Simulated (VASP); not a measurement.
Here is the system:

```
CELL_PARAMETERS angstrom
      0.00000     3.53500     3.53500
      3.53500     0.00000     3.53500
      3.53500     3.53500     0.00000
ATOMIC_POSITIONS crystal
  K  0.00000 0.00000 0.00000
  I  0.50000 0.50000 0.50000
```

The numbers are results of PBE GGA, VASP's PBE PAW potentials (set 64) (plane waves; VASP), not measurements. Numerical set-up: 300 eV cut-off, 4×4×4 Γ-centred mesh, Fermi-Dirac smearing of 0.050 eV, potentials K_sv I.

Unless said otherwise, spin-orbit coupling is left out, though it shifts the bands of the heavy elements here.

### Question
What does the run give for the energy per atom (σ→0), band gap (on the k-mesh) with the smallest direct gap where there is one?

### Answer

```
Item                                          Value
-----------------------------------  --------------
band gap (on the k-mesh)                    3.96 eV
smallest direct gap (on the k-mesh)         3.96 eV
energy per atom (σ→0)                -2.778 eV/atom
```

Only differences to runs with the same potentials and settings are physical.

The structure is a typed KI crystal (Fm-3m). The cell was not relaxed at this level.
